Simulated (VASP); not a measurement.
Ba2CaMoO6, 10 atoms in the cell. The structure is cubic, space group Fm-3m (No. 225). Conventional cell: a = 8.380 Å, b = 8.380 Å, c = 8.380 Å, α = 90.00°, β = 90.00°, γ = 90.00°. Ba (site symmetry -43m) is surrounded by 12 O at 2.97 Å. Ca (site symmetry m-3m) is surrounded by 6 O at 2.28 Å. Mo (site symmetry m-3m) has 6 O at 1.91 Å as nearest neighbours. O (site symmetry 4mm) is surrounded by 1 Mo at 1.91 Å. 

```yaml
Program: VASP 6.6.1
Task: relaxation of cell and atoms
Functional: r2SCAN
Potentials_or_basis: VASP PAW PBE potentials, release 64 (Ba_sv, Ca_sv, Mo_sv, O)
Cutoff: 600 eV
k_mesh: 6 × 6 × 6
Occupations: gaussian, width 0.03 eV
Spin: no spin polarisation
Further_INCAR_settings: ALGO = Normal; EDIFF = 1e-06; IBRION = 2; EDIFFG = -0.01; NSW = 90; ISIF = 3
```

Potentials or basis: VASP PAW PBE potentials, release 64 (Ba_sv, Ca_sv, Mo_sv, O).

Command:

```console
$ cat potpaw_PBE.64/Ba_sv/POTCAR potpaw_PBE.64/Ca_sv/POTCAR potpaw_PBE.64/Mo_sv/POTCAR potpaw_PBE.64/O/POTCAR > POTCAR
$ mpirun -np 2 vasp_std > vasp.out
```

Hardware: 2 MPI ranks on Intel(R) Xeon(R) Platinum 8259CL CPU @ 2.50GHz (Skylake/Cascade Lake) (shared host).

How long does it take, and how much memory?

Run time: 25 min on 2 MPI ranks on Intel(R) Xeon(R) Platinum 8259CL CPU @ 2.50GHz (Skylake/Cascade Lake), with other jobs on the host, peak memory 0.45 GiB a rank. Counts: scf iterations 61, k points 16, ion steps 5.
